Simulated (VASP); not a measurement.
Consider the following.

```
Pm
1.0
    0.00000     2.53143     2.53143
    2.53143     0.00000     2.53143
    2.53143     2.53143     0.00000
Pm
1
Direct
  0.00000   0.00000   0.00000
```

The numbers are results of PBEsol GGA, VASP's PBE PAW potentials (set 64) (plane waves; VASP), not measurements. Settings: 400 eV cut-off, 14×14×14 Γ-centred mesh, tetrahedra with Blöchl corrections, potentials Pm_3.

The 4f electrons are frozen in the core of the lanthanide potential, so 4f levels, which can set the real gap, and their magnetism are missing.

Predict the energy per atom (σ→0), band gap (on the k-mesh) with the smallest direct gap where there is one.

- band gap (on the k-mesh) = none (metal, semimetal or under 0.01 eV)
- energy per atom (σ→0) = -5129 meV/atom

The absolute energy has meaning only against runs of the same code, potentials and settings.

The structure was generated: Pm was put into the fcc type (Fm-3m), which need not be its known phase. It was relaxed first.
